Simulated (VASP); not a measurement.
Consider the following.

```xyz
2
Lattice="2.8614 0.0000 0.0000 0.0000 2.8614 0.0000 0.0000 0.0000 2.8614" Properties=species:S:1:pos:R:3 pbc="T T T"
Al     1.4307     1.4307     1.4307
Ni     0.0000     0.0000     0.0000
```

All values below come from MS2 meta-GGA, VASP's PBE PAW potentials (set 64) (plane waves; VASP 6.6.1). Settings: 520 eV cut-off, 13×13×13 Γ-centred mesh, first-order Methfessel-Paxton smearing of 0.10 eV, potentials Al Ni.

Q: Predict the energy per atom (σ→0), band gap (on the k-mesh) with the smallest direct gap where there is one.

A: 
```
Quantity                                                     Value
------------------------  ----------------------------------------
band gap (on the k-mesh)  none (metal, semimetal or under 0.01 eV)
energy per atom (σ→0)                               -8.354 eV/atom
```

The compound is NiAl in the CsCl type structure. It was relaxed first. The run is not spin-polarised, so no magnetic state was tried. The electron count is odd and the run is not spin-polarised, which forces a metal.
